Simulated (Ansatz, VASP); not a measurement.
# H15C8S2N3O4F2 in two plane-wave programs, part 2 of 2

One calculation is typed for both programs; each brings its own data sets. How far apart do they land? The cell is taken from a series of runs on this material, whose earlier steps may have relaxed, scaled, displaced or heated it; both programs get it as it stands.

VASP 6.6.1 and Ansatz 0.2.0.

So far. Step 2 (VASP: single point, LDA): The run ends at a pressure of -0.73 GPa, with forces up to 0.43 eV/Å.

### Step 3. Ansatz: single point, LDA

Level of this step: Ansatz beside VASP: Kohn-Sham DFT, plane waves, LDA (Ansatz).

Ansatz runs on its default PAW (the set named soft_2) files.

The same cell, functional (in two slightly different forms), mesh and smearing now go to Ansatz, which takes its cutoff from its data sets.

Input file input.yaml:

```yaml
crystal:
  lattice:
    - [13.29799, 0.0, 0.0]
    - [0.0, 13.29799, 0.0]
    - [0.0, 0.0, 13.29799]
  atoms:
    - { symbol: C, position: [0.55035, 0.18795, 0.98666] }
    - { symbol: C, position: [0.43781, 0.17473, 0.98254] }
    - { symbol: C, position: [0.40706, 0.06963, 0.01272] }
    - { symbol: C, position: [0.29603, 0.05664, 0.03009] }
    - { symbol: "N", position: [0.236, 0.08427, 0.94321] }
    - { symbol: C, position: [0.25304, 0.05702, 0.84565] }
    - { symbol: C, position: [0.17771, 0.09788, 0.78977] }
    - { symbol: "N", position: [0.11689, 0.14906, 0.85461] }
    - { symbol: C, position: [0.02538, 0.20065, 0.8289] }
    - { symbol: C, position: [0.153, 0.13981, 0.94735] }
    - { symbol: H, position: [0.57765, 0.17479, 0.06395] }
    - { symbol: H, position: [0.58922, 0.13378, 0.93709] }
    - { symbol: H, position: [0.57381, 0.26427, 0.96427] }
    - { symbol: H, position: [0.40974, 0.19189, 0.90597] }
    - { symbol: H, position: [0.40155, 0.22908, 0.03396] }
    - { symbol: H, position: [0.44391, 0.05035, 0.08465] }
    - { symbol: H, position: [0.43498, 0.01452, 0.95697] }
    - { symbol: H, position: [0.27772, 0.9782, 0.05023] }
    - { symbol: H, position: [0.27168, 0.10507, 0.09288] }
    - { symbol: H, position: [0.31835, 0.01308, 0.82313] }
    - { symbol: H, position: [0.16212, 0.09483, 0.70954] }
    - { symbol: H, position: [0.0374, 0.24614, 0.76091] }
    - { symbol: H, position: [0.96656, 0.14454, 0.81347] }
    - { symbol: H, position: [0.002, 0.24778, 0.89283] }
    - { symbol: H, position: [0.11999, 0.17144, 0.01622] }
    - { symbol: C, position: [0.35851, 0.8723, 0.23507] }
    - { symbol: C, position: [0.45017, 0.90868, 0.29103] }
    - { symbol: C, position: [0.53511, 0.83374, 0.28672] }
    - { symbol: C, position: [0.63172, 0.86947, 0.33435] }
    - { symbol: "N", position: [0.66724, 0.96064, 0.28651] }
    - { symbol: C, position: [0.70615, 0.96655, 0.19161] }
    - { symbol: C, position: [0.71937, 0.06598, 0.1715] }
    - { symbol: "N", position: [0.6877, 0.1181, 0.25423] }
    - { symbol: C, position: [0.68634, 0.22586, 0.26635] }
    - { symbol: C, position: [0.65661, 0.05291, 0.32346] }
    - { symbol: H, position: [0.29658, 0.92714, 0.23983] }
    - { symbol: H, position: [0.33151, 0.79978, 0.26528] }
    - { symbol: H, position: [0.37619, 0.85929, 0.155] }
    - { symbol: H, position: [0.47473, 0.98139, 0.25848] }
    - { symbol: H, position: [0.43088, 0.92548, 0.37028] }
    - { symbol: H, position: [0.51305, 0.76307, 0.32448] }
    - { symbol: H, position: [0.55035, 0.81362, 0.20751] }
    - { symbol: H, position: [0.6902, 0.81107, 0.32745] }
    - { symbol: H, position: [0.6217, 0.88654, 0.41484] }
    - { symbol: H, position: [0.7207, 0.89939, 0.14686] }
    - { symbol: H, position: [0.75038, 0.10287, 0.10549] }
    - { symbol: H, position: [0.75359, 0.25153, 0.30713] }
    - { symbol: H, position: [0.68569, 0.26161, 0.19184] }
    - { symbol: H, position: [0.61792, 0.24778, 0.30748] }
    - { symbol: H, position: [0.62819, 0.07283, 0.39808] }
    - { symbol: C, position: [0.41921, 0.453, 0.06019] }
    - { symbol: C, position: [0.35948, 0.43925, 0.15562] }
    - { symbol: C, position: [0.28307, 0.52193, 0.17043] }
    - { symbol: C, position: [0.21395, 0.50078, 0.25792] }
    - { symbol: "N", position: [0.1408, 0.58028, 0.27216] }
    - { symbol: C, position: [0.15269, 0.66424, 0.33036] }
    - { symbol: C, position: [0.06843, 0.72119, 0.31815] }
    - { symbol: "N", position: [0.00776, 0.67061, 0.25254] }
    - { symbol: C, position: [0.91188, 0.7035, 0.21468] }
    - { symbol: C, position: [0.0527, 0.58591, 0.22512] }
    - { symbol: H, position: [0.47654, 0.39376, 0.05127] }
    - { symbol: H, position: [0.45877, 0.52591, 0.05988] }
    - { symbol: H, position: [0.36991, 0.45059, 0.99329] }
    - { symbol: H, position: [0.41101, 0.43746, 0.22082] }
    - { symbol: H, position: [0.32125, 0.36534, 0.15536] }
    - { symbol: H, position: [0.23737, 0.53137, 0.1015] }
    - { symbol: H, position: [0.32227, 0.59436, 0.18232] }
    - { symbol: H, position: [0.25639, 0.49287, 0.32881] }
    - { symbol: H, position: [0.17159, 0.43045, 0.24597] }
    - { symbol: H, position: [0.21979, 0.67573, 0.37626] }
    - { symbol: H, position: [0.04566, 0.79295, 0.35083] }
    - { symbol: H, position: [0.91993, 0.77762, 0.17874] }
    - { symbol: H, position: [0.88624, 0.64923, 0.15796] }
    - { symbol: H, position: [0.85556, 0.70589, 0.27527] }
    - { symbol: H, position: [0.02093, 0.53015, 0.17383] }
    - { symbol: C, position: [0.59978, 0.46866, 0.85359] }
    - { symbol: C, position: [0.52336, 0.39726, 0.80962] }
    - { symbol: C, position: [0.56531, 0.31709, 0.74034] }
    - { symbol: C, position: [0.59674, 0.35114, 0.63683] }
    - { symbol: "N", position: [0.69801, 0.39144, 0.62672] }
    - { symbol: C, position: [0.73219, 0.43086, 0.53843] }
    - { symbol: C, position: [0.8304, 0.45484, 0.55263] }
    - { symbol: "N", position: [0.85381, 0.43009, 0.64947] }
    - { symbol: C, position: [0.95159, 0.43989, 0.69471] }
    - { symbol: C, position: [0.77239, 0.39125, 0.69342] }
    - { symbol: H, position: [0.56492, 0.52065, 0.90793] }
    - { symbol: H, position: [0.63498, 0.51523, 0.79469] }
    - { symbol: H, position: [0.65963, 0.42797, 0.89455] }
    - { symbol: H, position: [0.48258, 0.35958, 0.87149] }
    - { symbol: H, position: [0.46543, 0.44009, 0.76783] }
    - { symbol: H, position: [0.62707, 0.27535, 0.77764] }
    - { symbol: H, position: [0.50642, 0.26001, 0.72697] }
    - { symbol: H, position: [0.54535, 0.41009, 0.60848] }
    - { symbol: H, position: [0.59315, 0.28697, 0.58434] }
    - { symbol: H, position: [0.68449, 0.43867, 0.47177] }
    - { symbol: H, position: [0.88565, 0.48604, 0.50115] }
    - { symbol: H, position: [0.00329, 0.3858, 0.65904] }
    - { symbol: H, position: [0.94503, 0.4244, 0.77571] }
    - { symbol: H, position: [0.97986, 0.51692, 0.68377] }
    - { symbol: H, position: [0.7696, 0.36619, 0.7714] }
    - { symbol: C, position: [0.25103, 0.49639, 0.73739] }
    - { symbol: C, position: [0.28738, 0.60236, 0.72022] }
    - { symbol: C, position: [0.26546, 0.67136, 0.80763] }
    - { symbol: C, position: [0.3011, 0.77787, 0.79058] }
    - { symbol: "N", position: [0.24997, 0.82434, 0.7064] }
    - { symbol: C, position: [0.15108, 0.85245, 0.70438] }
    - { symbol: C, position: [0.13202, 0.88494, 0.60932] }
    - { symbol: "N", position: [0.21926, 0.87551, 0.55588] }
    - { symbol: C, position: [0.23171, 0.90216, 0.45162] }
    - { symbol: C, position: [0.29026, 0.83855, 0.61573] }
    - { symbol: H, position: [0.28772, 0.4626, 0.80377] }
    - { symbol: H, position: [0.16913, 0.4946, 0.75113] }
    - { symbol: H, position: [0.26704, 0.4483, 0.67193] }
    - { symbol: H, position: [0.36925, 0.60199, 0.70553] }
    - { symbol: H, position: [0.2528, 0.63253, 0.65077] }
    - { symbol: H, position: [0.18398, 0.67216, 0.82467] }
    - { symbol: H, position: [0.30298, 0.64307, 0.87617] }
    - { symbol: H, position: [0.28703, 0.82471, 0.85755] }
    - { symbol: H, position: [0.38215, 0.77928, 0.77307] }
    - { symbol: H, position: [0.10225, 0.8451, 0.77] }
    - { symbol: H, position: [0.06396, 0.91319, 0.57353] }
    - { symbol: H, position: [0.2752, 0.84304, 0.41352] }
    - { symbol: H, position: [0.27161, 0.97442, 0.44454] }
    - { symbol: H, position: [0.15676, 0.90971, 0.41764] }
    - { symbol: H, position: [0.36707, 0.81819, 0.59468] }
    - { symbol: C, position: [0.4855, 0.99222, 0.74696] }
    - { symbol: C, position: [0.58865, 0.96935, 0.70599] }
    - { symbol: C, position: [0.67154, 0.00592, 0.77415] }
    - { symbol: C, position: [0.77504, 0.98321, 0.73414] }
    - { symbol: "N", position: [0.79382, 0.87589, 0.72834] }
    - { symbol: C, position: [0.80898, 0.82217, 0.64223] }
    - { symbol: C, position: [0.82263, 0.72477, 0.67024] }
    - { symbol: "N", position: [0.81557, 0.72146, 0.77248] }
    - { symbol: C, position: [0.82963, 0.63369, 0.83399] }
    - { symbol: C, position: [0.79815, 0.8138, 0.80665] }
    - { symbol: H, position: [0.47093, 0.94879, 0.81636] }
    - { symbol: H, position: [0.42648, 0.97467, 0.69136] }
    - { symbol: H, position: [0.47805, 0.0729, 0.76587] }
    - { symbol: H, position: [0.59722, 0.00595, 0.63188] }
    - { symbol: H, position: [0.59522, 0.88746, 0.69318] }
    - { symbol: H, position: [0.66371, 0.97465, 0.85096] }
    - { symbol: H, position: [0.66612, 0.0885, 0.78278] }
    - { symbol: H, position: [0.78388, 0.01344, 0.65747] }
    - { symbol: H, position: [0.83451, 0.01607, 0.78158] }
    - { symbol: H, position: [0.80734, 0.85892, 0.56883] }
    - { symbol: H, position: [0.83176, 0.657, 0.62537] }
    - { symbol: H, position: [0.79228, 0.56903, 0.79841] }
    - { symbol: H, position: [0.91047, 0.61897, 0.84418] }
    - { symbol: H, position: [0.79549, 0.64537, 0.90827] }
    - { symbol: H, position: [0.78944, 0.8359, 0.88522] }
    - { symbol: "N", position: [0.45506, 0.17066, 0.38] }
    - { symbol: S, position: [0.4551, 0.13861, 0.49274] }
    - { symbol: O, position: [0.55804, 0.13396, 0.52499] }
    - { symbol: O, position: [0.38864, 0.05925, 0.52203] }
    - { symbol: F, position: [0.41193, 0.23467, 0.54937] }
    - { symbol: S, position: [0.36004, 0.16952, 0.30915] }
    - { symbol: O, position: [0.28747, 0.0931, 0.32939] }
    - { symbol: O, position: [0.39411, 0.18446, 0.20837] }
    - { symbol: F, position: [0.30601, 0.27122, 0.33829] }
    - { symbol: "N", position: [0.97244, 0.86444, 0.0322] }
    - { symbol: S, position: [0.05314, 0.79378, 0.98383] }
    - { symbol: O, position: [0.0306, 0.76153, 0.88333] }
    - { symbol: O, position: [0.08516, 0.72176, 0.05602] }
    - { symbol: F, position: [0.14878, 0.86629, 0.96822] }
    - { symbol: S, position: [0.92917, 0.95889, 0.97678] }
    - { symbol: O, position: [0.82217, 0.96406, 0.98817] }
    - { symbol: O, position: [0.97189, 0.97931, 0.87984] }
    - { symbol: F, position: [0.9694, 0.04644, 0.04615] }
    - { symbol: "N", position: [0.49331, 0.57871, 0.54439] }
    - { symbol: S, position: [0.40507, 0.59889, 0.46883] }
    - { symbol: O, position: [0.36981, 0.70104, 0.46325] }
    - { symbol: O, position: [0.33299, 0.51979, 0.47455] }
    - { symbol: F, position: [0.45901, 0.58283, 0.36404] }
    - { symbol: S, position: [0.55577, 0.66324, 0.59715] }
    - { symbol: O, position: [0.63335, 0.61697, 0.65515] }
    - { symbol: O, position: [0.49787, 0.7423, 0.64238] }
    - { symbol: F, position: [0.61249, 0.71801, 0.50763] }
    - { symbol: "N", position: [0.95368, 0.30782, 0.04032] }
    - { symbol: S, position: [0.9945, 0.28661, 0.14936] }
    - { symbol: O, position: [0.00204, 0.37175, 0.21432] }
    - { symbol: O, position: [0.07718, 0.21849, 0.14197] }
    - { symbol: F, position: [0.90625, 0.22154, 0.19593] }
    - { symbol: S, position: [0.88493, 0.39949, 0.013] }
    - { symbol: O, position: [0.86212, 0.39337, 0.90769] }
    - { symbol: O, position: [0.91429, 0.49447, 0.05345] }
    - { symbol: F, position: [0.78166, 0.37326, 0.0663] }
    - { symbol: "N", position: [0.95937, 0.1081, 0.4664] }
    - { symbol: S, position: [0.94127, 0.15762, 0.57069] }
    - { symbol: O, position: [0.83912, 0.1712, 0.60143] }
    - { symbol: O, position: [0.01064, 0.23836, 0.58473] }
    - { symbol: F, position: [0.98166, 0.07096, 0.64629] }
    - { symbol: S, position: [0.9093, 0.00719, 0.43284] }
    - { symbol: O, position: [0.8121, 0.98586, 0.47469] }
    - { symbol: O, position: [0.98033, 0.92592, 0.42934] }
    - { symbol: F, position: [0.88931, 0.03319, 0.31956] }
    - { symbol: "N", position: [0.61394, 0.57088, 0.18879] }
    - { symbol: S, position: [0.68295, 0.54238, 0.27982] }
    - { symbol: O, position: [0.64392, 0.4537, 0.3264] }
    - { symbol: O, position: [0.7146, 0.62403, 0.34246] }
    - { symbol: F, position: [0.78449, 0.50599, 0.22746] }
    - { symbol: S, position: [0.6415, 0.65322, 0.10984] }
    - { symbol: O, position: [0.70688, 0.73236, 0.14337] }
    - { symbol: O, position: [0.55492, 0.67801, 0.05172] }
    - { symbol: F, position: [0.7114, 0.59141, 0.03351] }
kpoints:
  mp_grid: { grid: [1, 1, 1] }
hamiltonian:
  xc: lda
scf:
  occupations: { method: fermi_dirac, width: 0.025 }
output:
  forces: true
  stress: true
  populations: true
  dos:
    method: { smearing: { sigma: 0.08 } }
    de: 0.1
    projected: { site_lists: { C: [C], F: [F], H: [H], "N": ["N"], O: [O] } }
  eigenvalues: true
  write_density: true
  write_potential: true
  volumetric_format: npy
```

On the command line:

```console
> ansatz run input.yaml --threads 4 --pin off --max-ram 8192MiB --backend cpu --events-out ev --progress --plain --runs-dir out
```

Numbers of over 12 decimals in the logs are rounded to 6 here.

The log of the run:

```text
Engine: ansatz 0.2.0, aarch64-unknown-linux-gnu
Pseudopotentials: kind: paw
Pseudopotential: C, paw, valence charge 4, recommended cutoff 420 eV (normal), C.paw.azcp
Pseudopotential: N, paw, valence charge 5, recommended cutoff 420 eV (normal), N.paw.azcp
Pseudopotential: H, paw, valence charge 1, recommended cutoff 420 eV (normal), H.paw.azcp
Pseudopotential: S, paw, valence charge 6, recommended cutoff 420 eV (normal), S.paw.azcp
Pseudopotential: O, paw, valence charge 6, recommended cutoff 420 eV (normal), O.paw.azcp
Pseudopotential: F, paw, valence charge 7, recommended cutoff 420 eV (normal), F.paw.azcp
Functional definition: SPW92
  exchange = slater_x
  correlation = pw_c
Crystal: 204 atoms, lattice volume = 2351.571 Å³
Basis set: ecut = 420 eV, 45961 PW (Γ)
Bands: 540, of which v1, the nominal top of the filled ones, is band 336 counted from 1 (335 counted from 0)
Symmetry: 1 space group operations
Space group: P1 (ITA 1), of the structure as read, at distance tolerance 1.3e-4 Å
k-points: 1
Non-local potential: C, projectors of the file, l = 0: 2, l = 1: 2, l = 2: 1
Non-local potential: N, projectors of the file, l = 0: 2, l = 1: 2, l = 2: 1
Non-local potential: H, projectors of the file, l = 0: 2, l = 1: 1
Non-local potential: S, projectors of the file, l = 0: 2, l = 1: 2, l = 2: 2
Non-local potential: O, projectors of the file, l = 0: 2, l = 1: 2, l = 2: 1
Non-local potential: F, projectors of the file, l = 0: 2, l = 1: 2, l = 2: 1
PAW form: soft (Blöchl's): semilocal exchange-correlation on the pseudo side does not see the compensation charge
PAW frozen core: C, regenerated for the run's functional, and the local potential with it (the file was generated under x = pbe(κ = 0.804, μ = 0.219515), c = pbe(β = 0.066725))
PAW frozen core: N, regenerated for the run's functional, and the local potential with it (the file was generated under x = pbe(κ = 0.804, μ = 0.219515), c = pbe(β = 0.066725))
PAW frozen core: S, regenerated for the run's functional, and the local potential with it (the file was generated under x = pbe(κ = 0.804, μ = 0.219515), c = pbe(β = 0.066725))
PAW frozen core: O, regenerated for the run's functional, and the local potential with it (the file was generated under x = pbe(κ = 0.804, μ = 0.219515), c = pbe(β = 0.066725))
PAW frozen core: F, regenerated for the run's functional, and the local potential with it (the file was generated under x = pbe(κ = 0.804, μ = 0.219515), c = pbe(β = 0.066725))
PAW one-centre angular grid: C, 110 points (default); XC on 64 Gauss nodes
PAW one-centre angular grid: N, 110 points (default); XC on 64 Gauss nodes
PAW one-centre angular grid: H, 110 points (default); XC on 64 Gauss nodes
PAW one-centre angular grid: S, 110 points (default); XC on 64 Gauss nodes
PAW one-centre angular grid: O, 110 points (default); XC on 64 Gauss nodes
PAW one-centre angular grid: F, 110 points (default); XC on 64 Gauss nodes
Initial density: superposition of atomic densities (neutral atoms: chi_scale 0, normalization atom), corrected by the library's trained network
Initial wavefunctions: pseudopotential atomic-orbital guess
Functional: x = slater, c = lda
SCF iter   1: F=—  HF=-53073.223326 eV  |F-HF|=—  |Δ(HF+E_count)|=         —  Δρ=1.11e-2  dr2=2.83e0  ethr=1.77e-3  ⟨swp⟩=7.0  Hψ=2624  notcnv=0  defer=69
preconditioner: auto → Resta (q_TF=auto, 2.214 Å⁻¹)  ε∞=2.5  [insulator: Δε(μ)=4.494 eV  Ē_g=15.758 eV  σ=0.025 eV  W_gap=1.00  n_scr=436 (ndim 8)  ℏωp=19.5 eV  f_vac=0.277  D(μ)=0.00/eV (n_scr^D=0)  ε∞_Penn≈2.5]
SCF iter   2: F=—  HF=-53072.348131 eV  |F-HF|=—  |Δ(HF+E_count)|=   8.75e-1  Δρ=4.03e-3  dr2=4.19e-1  ethr=4.21e-4  ⟨swp⟩=2.0  Hψ=816  notcnv=0  defer=198
SCF iter   3: F=—  HF=-53072.229790 eV  |F-HF|=—  |Δ(HF+E_count)|=   1.18e-1  Δρ=1.91e-3  dr2=1.22e-1  ethr=6.24e-5  ⟨swp⟩=2.0  Hψ=643  notcnv=0  defer=198
SCF iter   4: F=—  HF=-53072.192235 eV  |F-HF|=—  |Δ(HF+E_count)|=   3.76e-2  Δρ=8.40e-4  dr2=2.17e-2  ethr=1.81e-5  ⟨swp⟩=2.0  Hψ=832  notcnv=0  defer=199
SCF iter   5: F=—  HF=-53072.187866 eV  |F-HF|=—  |Δ(HF+E_count)|=   4.37e-3  Δρ=3.72e-4  dr2=3.57e-3  ethr=3.24e-6  ⟨swp⟩=2.0  Hψ=664  notcnv=0  defer=199
SCF iter   6: F=—  HF=-53072.187519 eV  |F-HF|=—  |Δ(HF+E_count)|=   3.47e-4  Δρ=1.52e-4  dr2=5.77e-4  ethr=5.31e-7  ⟨swp⟩=2.0  Hψ=676  notcnv=0  defer=199
SCF iter   7: F=—  HF=-53072.187594 eV  |F-HF|=—  |Δ(HF+E_count)|=   7.51e-5  Δρ=6.23e-5  dr2=9.44e-5  ethr=8.58e-8  ⟨swp⟩=2.0  Hψ=676  notcnv=0  defer=199
SCF iter   8: F=—  HF=-53072.188015 eV  |F-HF|=—  |Δ(HF+E_count)|=   4.21e-4  Δρ=2.30e-5  dr2=1.33e-5  ethr=1.41e-8  ⟨swp⟩=2.0  Hψ=662  notcnv=0  defer=199
SCF iter   9: F=—  HF=-53072.188024 eV  |F-HF|=—  |Δ(HF+E_count)|=   9.07e-6  Δρ=1.03e-5  dr2=2.88e-6  ethr=1.98e-9  ⟨swp⟩=2.0  Hψ=662  notcnv=0  defer=199
[...]
--- Löwdin populations: 204 sites ---
  site symbol       q [e]
     0      C      4.4676
     1      C      4.2776
     2      C      4.2796
     3      C      4.1938
     4      N      4.9321
     5      C      4.0833
     6      C      4.0704
     7      N      4.9161
     8      C      4.3808
     9      C      3.9454
    10      H      0.8208
    11      H      0.8239
    12      H      0.8168
    13      H      0.8374
    14      H      0.8103
    15      H      0.7970
    16      H      0.8338
    17      H      0.7858
    18      H      0.7749
    19      H      0.7845
    20      H      0.7534
    21      H      0.7859
    22      H      0.7798
    23      H      0.7758
[...]
196      S      3.5790
   197      O      6.7096
   198      O      6.7233
   199      F      7.4088
   200      S      3.5884
   201      O      6.7317
   202      O      6.7054
   203      F      7.4100
  spilling = 0.016174 (of n_electrons = 672.000000)
```

### Step 4. Side by side

Known differences besides the potentials themselves: the two LDA forms differ slightly; the cutoff is 420 eV in Ansatz and 600 eV in VASP (PREC = Accurate, projectors in real space); VASP's log shows a relativistic correction to its local exchange, Ansatz's none. Total energies have different zeros and are not compared.

The two programs side by side:

```
              quantity  Ansatz   VASP  difference
        pressure (GPa)   -0.38  -0.73       +0.36
gap on the k mesh (eV)   4.549  4.550       0.000
```

Forces on 7 of the 204 atoms, those with the largest forces and the largest differences (eV/Å; atoms numbered as in POSCAR):

```
atom         Ansatz x, y, z            VASP x, y, z
O172  -0.018, -0.010, 0.025   -0.137, -0.059, 0.390
O174  -0.004, 0.006, -0.012   -0.125, 0.290, -0.287
O178  -0.001, 0.004, -0.004    0.272, 0.295, -0.027
O182   -0.011, 0.010, 0.006    -0.321, 0.258, 0.024
O186  0.004, -0.001, -0.004  -0.245, -0.303, -0.051
O189   0.002, 0.000, -0.006    0.145, 0.318, -0.180
O192    0.009, 0.000, 0.002    0.330, -0.099, 0.215
```

The forces differ by 97 meV/Å r.m.s., where the r.m.s. force is 0.008 eV/Å in Ansatz and 0.097 eV/Å in VASP: the atoms lie near their places of rest in Ansatz, so a percentage would say little (all taken over all components). A gap on the mesh is an upper bound, since the band edges may lie between its points.

### Step 5. Summary of results

| Item | Value |
| --- | --- |
| r.m.s. force difference (single point, LDA) | 97 meV/Å |

What this shows: The r.m.s. force difference is 97 meV/Å (single point, LDA), beyond the 12 meV/Å picked in this series as the mark of a large difference. What causes the difference of the single point, LDA pair stays open here. Such differences can come from data sets, numerical settings and the points named under the comparisons, not from the functional's error against experiment.

[Lines on the potential files, build, host, timing and source positions are cut from VASP's logs without a mark.]

[Logs are printed without paths, hosts, clocks, repeated set-up lines and the standing remarks that a program may print on its own settings, such as how far it seeks lower states.]

[Hosts, paths, dates, database ids (printed as entryN), source tags and the programs' standing remarks are cut or masked in the printed files.]
